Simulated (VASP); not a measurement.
Consider the following.

```xyz
3
Lattice="0.0000 2.9475 2.9475 2.9475 0.0000 2.9475 2.9475 2.9475 0.0000" Properties=species:S:1:pos:R:3 pbc="T T T"
Pb     0.0000     0.0000     0.0000
F      1.4737     1.4737     1.4737
F      4.4212     4.4212     4.4212
```

Calculation: PBEsol GGA, VASP's PBE PAW potentials (set 64) (plane waves; VASP 6.6.1). Run with 620 eV cut-off, 7×7×7 Γ-centred mesh, Gaussian smearing of 0.050 eV, potentials Pb_d F.

### Question
Predict the energy per atom (σ→0).

### Answer

The energy per atom (σ→0) comes out as -4.980 eV/atom.

Total energies compare only between runs with the same potentials, cut-off and functional.

The compound is PbF2 in the fluorite structure, the β form. It was relaxed first.
